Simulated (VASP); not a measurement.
Level of theory: optB86b-vdW, VASP's PBE PAW potentials (set 64) (plane waves; VASP 6.6.1).

A VASP calculation is set up with these files.

### INCAR
```
SYSTEM = PbF2
PREC = Accurate
ENCUT = 520
EDIFF = 1E-6
NELM = 100
ALGO = Normal
LREAL = .FALSE.
LASPH = .TRUE.
ISMEAR = 0
SIGMA = 0.05
GGA = MK
PARAM1 = 0.1234
PARAM2 = 1.0
LUSE_VDW = .TRUE.
AGGAC = 0.0
LMAXMIX = 4
LWAVE = .FALSE.
LCHARG = .FALSE.
IBRION = 2
ISIF = 3
NSW = 60
EDIFFG = -0.02
```

### KPOINTS
```
Automatic
0
Gamma
 6 6 6
```

POSCAR:
```
PbF2
1.0
  0.0000000000   2.9420447209   2.9420447209
  2.9420447209   0.0000000000   2.9420447209
  2.9420447209   2.9420447209   0.0000000000
Pb F
1 2
Cartesian
  2.9420447209   2.9420447209   5.8840894418
  1.4710223604   1.4710223604   1.4710223604
  4.4130670813   4.4130670813   4.4130670813
```

POTCAR, in this order: Pb_d F (PBE.64 set). Program: vasp_std.

Energy and stress use the plane-wave basis of the starting cell.

What does the run give for the energy per atom (σ→0), volume per atom?

energy per atom (σ→0): -239.1 kJ/mol of atoms
volume per atom: 17.38 Å^3/atom

File OSZICAR:
```
...
DAV:   1    -0.744603549715E+01   -0.10975E-01   -0.27500E-01   726   0.766E+00    0.739E-01
DAV:   2    -0.743639625359E+01    0.96392E-02   -0.46031E-02   604   0.221E+00    0.154E-01
DAV:   3    -0.743556481847E+01    0.83144E-03   -0.24917E-03   734   0.818E-01    0.672E-02
DAV:   4    -0.743544834888E+01    0.11647E-03   -0.72978E-04   666   0.413E-01    0.231E-02
DAV:   5    -0.743545758409E+01   -0.92352E-05   -0.10544E-04   618   0.132E-01    0.151E-02
DAV:   6    -0.743545137161E+01    0.62125E-05   -0.28793E-05   726   0.727E-02    0.277E-03
DAV:   7    -0.743545133535E+01    0.36255E-07   -0.18884E-06   508   0.130E-02
   3 F= -.74354513E+01 E0= -.74354513E+01  d E =-.707253E-02
```

The compound is PbF2 in the fluorite structure, the β form. This run relaxes it. Symmetry was kept, so distortions that lower it aren't found.
